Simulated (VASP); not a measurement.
VASP runs on RbBr (rock salt) share one base input (PBE GGA, plane waves, VASP's PBE PAW potentials (set 64)) and change the settings named in each case.

### INCAR
```
SYSTEM = RbBr
PREC = Accurate
ENCUT = 400
EDIFF = 1E-6
NELM = 100
ALGO = Normal
LREAL = .FALSE.
LASPH = .TRUE.
ISMEAR = 0
SIGMA = 0.05
GGA = PE
LMAXMIX = 4
LWAVE = .FALSE.
LCHARG = .FALSE.
ISIF = 2
```

KPOINTS:
```
Automatic mesh
0
Gamma
6 6 6
0 0 0
```

### POSCAR
```
RbBr
1
    0.0000000000     3.5139000000     3.5139000000
    3.5139000000     0.0000000000     3.5139000000
    3.5139000000     3.5139000000     0.0000000000
Rb Br
1 1
Direct
  0.0000000000   0.0000000000   0.0000000000
  0.5000000000   0.5000000000   0.5000000000
```

POTCAR, in this order: Rb_sv Br (PBE.64 set). Program: vasp_std.

| change | E(σ→0) (eV/atom) | gap on the mesh (eV) | −TS (eV) |
|---|---|---|---|
| base run | -3.0577 | 4.18 | 0.0000 |
| NELECT = 15.5 | -2.4647 | 0.00 | -0.0111 |
| NELECT = 15.9 | -2.9525 | 0.00 | -0.0035 |
| NELECT = 15.98 | ___ | 0.00 | ___ |
| NELECT = 16.02 | -3.0333 | 0.00 | -0.0006 |
| NELECT = 16.1 | -2.9259 | 0.00 | -0.0007 |
| NELECT = 16.5 | -2.2823 | 0.00 | -0.0004 |

Question: Complete the blanks.

Answer: 
- NELECT = 15.98, E(σ→0) (eV/atom): -3.0374
- NELECT = 15.98, −TS (eV): -0.0010

Charged cells carry a uniform compensating background.

Left out are runs that ran out of time, are held back, or changed the cell or the kind of run, fixed moments of cells without a moment, rows past the twelfth, gaps on odd meshes, pressures of charged cells and columns that move by less than the noise.

The compound is RbBr in the rock salt structure. The cell was not relaxed at this level.
